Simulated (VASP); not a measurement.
```
CELL_PARAMETERS angstrom
      0.00000     2.89775     2.89775
      2.89775     0.00000     2.89775
      2.89775     2.89775     0.00000
ATOMIC_POSITIONS crystal
  Cd 0.00000 0.00000 0.00000
  S  0.25000 0.25000 0.25000
```

Method: optB88-vdW, VASP's PBE PAW potentials (set 64) (plane waves; VASP). Run with 520 eV cut-off, 8×8×8 Γ-centred mesh, Gaussian smearing of 0.050 eV, potentials Cd S.

### Question
What does the run give for the energy per atom (σ→0), pressure, band gap (on the k-mesh) with the smallest direct gap where there is one?

### Answer

```yaml
band gap (on the k-mesh): 1.07 eV
smallest direct gap (on the k-mesh): 1.07 eV
energy per atom (σ→0): -647 meV/atom
pressure: 4.03 GPa
```

Only differences to runs with the same potentials and settings are physical.

The compound is CdS in the zinc blende structure, a metastable form; wurtzite is the usual one. This cell is one point of a volume scan, at 0.94 of the reference volume.
